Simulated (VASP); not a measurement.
Output of a VASP run:

**OSZICAR**
```
...
DAV:   8    -0.128020145237E+03   -0.99084E+00   -0.62109E-01   656   0.475E+00    0.639E-01
DAV:   9    -0.128091664906E+03   -0.71520E-01   -0.36041E-01   522   0.438E+00    0.635E-01
DAV:  10    -0.128343754780E+03   -0.25209E+00   -0.20138E-01   560   0.357E+00    0.179E-01
DAV:  11    -0.128412095876E+03   -0.68341E-01   -0.17316E-01   536   0.350E+00    0.309E-01
DAV:  12    -0.128405763347E+03    0.63325E-02   -0.14623E-02   590   0.985E-01    0.203E-01
DAV:  13    -0.128410526395E+03   -0.47630E-02   -0.12146E-02   562   0.935E-01    0.196E-01
DAV:  14    -0.128412267413E+03   -0.17410E-02   -0.65263E-03   588   0.729E-01    0.618E-02
DAV:  15    -0.128413700487E+03   -0.14331E-02   -0.89532E-04   566   0.298E-01    0.421E-02
DAV:  16    -0.128414449548E+03   -0.74906E-03   -0.28506E-04   558   0.169E-01    0.336E-02
DAV:  17    -0.128414520985E+03   -0.71437E-04   -0.23760E-04   560   0.146E-01    0.214E-02
DAV:  18    -0.128414605799E+03   -0.84815E-04   -0.17377E-05   620   0.333E-02    0.103E-02
DAV:  19    -0.128414629053E+03   -0.23254E-04   -0.56344E-06   510   0.248E-02    0.704E-03
DAV:  20    -0.128414652934E+03   -0.23881E-04   -0.10293E-05   564   0.286E-02    0.352E-03
DAV:  21    -0.128414653432E+03   -0.49803E-06   -0.90203E-07   432   0.865E-03
   1 F= -.12841465E+03 E0= -.12841465E+03  d E =-.128415E+03
       N       E                     dE             d eps       ncg     rms          rms(c)
DAV:   1    -0.128906681490E+03   -0.49203E+00   -0.15336E+01   696   0.445E+01    0.368E+00
DAV:   2    -0.128519193017E+03    0.38749E+00   -0.78551E-01   608   0.963E+00    0.146E+00
DAV:   3    -0.128423831180E+03    0.95362E-01   -0.37144E-01   616   0.612E+00    0.396E-01
DAV:   4    -0.128442662346E+03   -0.18831E-01   -0.43194E-02   528   0.167E+00    0.270E-01
DAV:   5    -0.128429803834E+03    0.12859E-01   -0.21402E-02   520   0.125E+00    0.122E-01
DAV:   6    -0.128446400296E+03   -0.16596E-01   -0.13251E-02   520   0.965E-01    0.538E-02
DAV:   7    -0.128447001917E+03   -0.60162E-03   -0.19352E-03   520   0.380E-01    0.163E-02
DAV:   8    -0.128447485802E+03   -0.48388E-03   -0.54823E-04   528   0.211E-01    0.424E-03
DAV:   9    -0.128447575832E+03   -0.90030E-04   -0.10136E-04   526   0.946E-02    0.353E-03
DAV:  10    -0.128447598764E+03   -0.22933E-04   -0.92957E-06   568   0.252E-02    0.179E-03
DAV:  11    -0.128447615125E+03   -0.16360E-04   -0.98589E-06   568   0.274E-02    0.622E-04
DAV:  12    -0.128447616095E+03   -0.97070E-06   -0.71254E-07   352   0.779E-03
   2 F= -.12844762E+03 E0= -.12844762E+03  d E =-.329627E-01
       N       E                     dE             d eps       ncg     rms          rms(c)
DAV:   1    -0.128457551576E+03   -0.99365E-02   -0.30477E-01   690   0.598E+00    0.532E-01
DAV:   2    -0.128449516629E+03    0.80349E-02   -0.15929E-02   616   0.140E+00    0.207E-01
DAV:   3    -0.128447787581E+03    0.17290E-02   -0.73359E-03   616   0.858E-01    0.566E-02
DAV:   4    -0.128447919989E+03   -0.13241E-03   -0.84933E-04   544   0.237E-01    0.344E-02
DAV:   5    -0.128447936541E+03   -0.16552E-04   -0.35318E-04   520   0.161E-01    0.163E-02
DAV:   6    -0.128448043006E+03   -0.10647E-03   -0.17377E-04   520   0.111E-01    0.754E-03
DAV:   7    -0.128448052829E+03   -0.98226E-05   -0.52728E-05   520   0.622E-02    0.268E-03
DAV:   8    -0.128448070087E+03   -0.17258E-04   -0.11586E-05   520   0.300E-02    0.605E-04
DAV:   9    -0.128448069804E+03    0.28326E-06   -0.16244E-06   420   0.115E-02
   3 F= -.12844807E+03 E0= -.12844807E+03  d E =-.334164E-01
```

File OUTCAR:
```
------------------------ aborting loop because EDIFF is reached ----------------------------------------
  FORCE on cell =-STRESS in cart. coord.  units (eV):
  Direction    XX          YY          ZZ          XY          YZ          ZX
  --------------------------------------------------------------------------------------
  Total       -0.0071850     -0.0071850     -0.0071850     -0.0000000     -0.0000000     -0.0000000
  in kB       -0.0549379     -0.0549379     -0.0549379     -0.0000000     -0.0000000     -0.0000000
  external PRESSURE =      -0.0549379 kB  Pullay stress =       0.0000000 kB
  volume of cell :      209.54
      direct lattice vectors                 reciprocal lattice vectors
     5.939570479  0.000000000  0.000000000     0.168362343  0.000000000 -0.000000000
    -0.000000000  5.939570479 -0.000000000    -0.000000000  0.168362343  0.000000000
     0.000000000 -0.000000000  5.939570479    -0.000000000  0.000000000  0.168362343
 POSITION                                       TOTAL-FORCE (eV/Angst)
 -----------------------------------------------------------------------------------
      0.00000      0.00000      0.00000         0.000000     -0.000000      0.000000
      2.96979      2.96979      2.96979        -0.000000      0.000000      0.000000
      2.96979      0.00000      2.96979         0.000000     -0.000000      0.000000
      0.00000      2.96979      2.96979         0.000000     -0.000000      0.000000
      2.96979      2.96979      0.00000         0.000000     -0.000000      0.000000
 -----------------------------------------------------------------------------------
    total drift:                                0.000000      0.000000     -0.000000
  FREE ENERGIE OF THE ION-ELECTRON SYSTEM (eV)
  ---------------------------------------------------
  free  energy   TOTEN  =      -128.4480698040 eV

  energy  without entropy=     -128.4480698040  energy(sigma->0) =     -128.44806980

 reached required accuracy - stopping structural energy minimisation
```
(Selected blocks of OUTCAR.)

File POSCAR:
```
CsPbBr3
1
    5.8460561573    -0.0000000000     0.0000000000
    0.0000000000     5.8460561573    -0.0000000000
    0.0000000000     0.0000000000     5.8460561573
Cs Pb Br
1 1 3
Direct
  0.0000000000   0.0000000000   0.0000000000
  0.5000000000   0.5000000000   0.5000000000
  0.5000000000   0.0000000000   0.5000000000
  0.0000000000   0.5000000000   0.5000000000
  0.5000000000   0.5000000000   0.0000000000
```

Problem. Reconstruct the remaining input files.

Solution. Several could match; the one computed here: the input of the run itself, r2SCAN meta-GGA, plane waves, VASP's PBE PAW potentials (set 64).

**INCAR**
```
SYSTEM = CsPbBr3
PREC = Accurate
ENCUT = 400
EDIFF = 1E-6
NELM = 100
ALGO = Normal
LREAL = .FALSE.
LASPH = .TRUE.
ISMEAR = 0
SIGMA = 0.05
METAGGA = R2SCAN
LMIXTAU = .TRUE.
LMAXMIX = 4
LWAVE = .FALSE.
LCHARG = .FALSE.
IBRION = 2
ISIF = 3
NSW = 60
EDIFFG = -0.02
```

KPOINTS:
```
Automatic mesh
0
Gamma
4 4 4
0 0 0
```

POTCAR, in this order: Cs_sv Pb_d Br (PBE.64 set). Program: vasp_std.

Energy and stress use the plane-wave basis of the starting cell.

The compound is CsPbBr3 in the cubic perovskite structure, the ideal cubic form; the compound distorts at low or room temperature. This run relaxes it. Symmetry was kept, so distortions that lower it aren't found. The start is the result of an earlier pass.
